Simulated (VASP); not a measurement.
A convergence study with VASP on SnO₂ (rutile): a few settings are varied, all else stays as given below, so the limit is that of these other settings. The cell's lengths are 1 % over those of the tabulated start and one atom is moved, so it is off equilibrium.

```
SnO2
1.0
    4.78740     0.00000     0.00000
    0.00000     4.78740     0.00000
    0.00000     0.00000     3.22190
Sn O
2 4
Cartesian
  0.00000   0.00000   0.00000
  2.39370   2.39370   1.61095
  1.46973   1.46973   0.00000
  3.86343   0.92397   1.61095
  0.92397   3.86343   1.61095
  3.37827   3.31767   0.00000
```

Level of theory: PBEsol GGA, VASP's PBE PAW potentials (set 64) (plane waves; VASP). The last row used: 700 eV cut-off, 4×4×6 Γ-centred mesh, Gaussian smearing of 0.050 eV, potentials Sn_d O.

| setting | E (eV/atom) | pressure (GPa) | largest force (eV/Å) | electronic steps |
|---|---|---|---|---|
| ALGO = Normal, EDIFF = 1E-2 | -6.6110 | -2.20 | 0.878 | 10 |
| ALGO = Normal, EDIFF = 1E-3 | -6.6110 | -1.77 | 0.871 | 10 |
| ALGO = Normal, EDIFF = 1E-4 | -6.6110 | -1.84 | 0.870 | 11 |
| ALGO = Normal, EDIFF = 1E-5 | -6.6110 | -1.75 | 0.870 | 12 |
| ALGO = Normal, EDIFF = 1E-6 | -6.6110 | -1.71 | 0.870 | 15 |
| ALGO = Normal, EDIFF = 1E-8 | -6.6110 | -1.72 | 0.870 | 19 |
| ALGO = Normal, EDIFF = 1E-9 | -6.6110 | -1.72 | 0.870 | 21 |
| ALGO = Fast, EDIFF = 1E-2 | -6.6117 | -3.29 | 0.851 | 10 |
| ALGO = Fast, EDIFF = 1E-3 | -6.6110 | -1.21 | 0.864 | 12 |
| ALGO = Fast, EDIFF = 1E-4 | -6.6110 | -1.71 | 0.869 | 13 |
| ALGO = Fast, EDIFF = 1E-5 | -6.6110 | -1.72 | 0.870 | 15 |
| ALGO = Fast, EDIFF = 1E-6 | -6.6110 | -1.72 | 0.870 | 17 |
| ALGO = Fast, EDIFF = 1E-7 | -6.6110 | -1.71 | 0.870 | 20 |
| ALGO = Fast, EDIFF = 1E-8 | -6.6110 | -1.71 | 0.870 | 20 |
| ALGO = Fast, EDIFF = 1E-9 | -6.6110 | -1.72 | 0.870 | 24 |
| ALGO = All, EDIFF = 1E-2 | -6.6109 | -1.33 | 0.857 | 12 |
| ALGO = All, EDIFF = 1E-3 | -6.6110 | -1.92 | 0.876 | 13 |
| ALGO = All, EDIFF = 1E-4 | -6.6110 | -1.71 | 0.869 | 15 |
| ALGO = All, EDIFF = 1E-5 | -6.6110 | -1.75 | 0.869 | 16 |
| ALGO = All, EDIFF = 1E-6 | -6.6110 | -1.72 | 0.870 | 19 |
| ALGO = All, EDIFF = 1E-7 | -6.6110 | -1.72 | 0.870 | 21 |
| ALGO = All, EDIFF = 1E-8 | -6.6110 | -1.71 | 0.870 | 23 |
| ALGO = All, EDIFF = 1E-9 | -6.6110 | -1.72 | 0.870 | 26 |

Left out are rungs that failed or repeat a setting and relaxations that didn't move; long series are thinned to 24 rows.

The compound is SnO2 in the rutile structure. The cell was not relaxed at this level, it is distorted from the ideal structure.
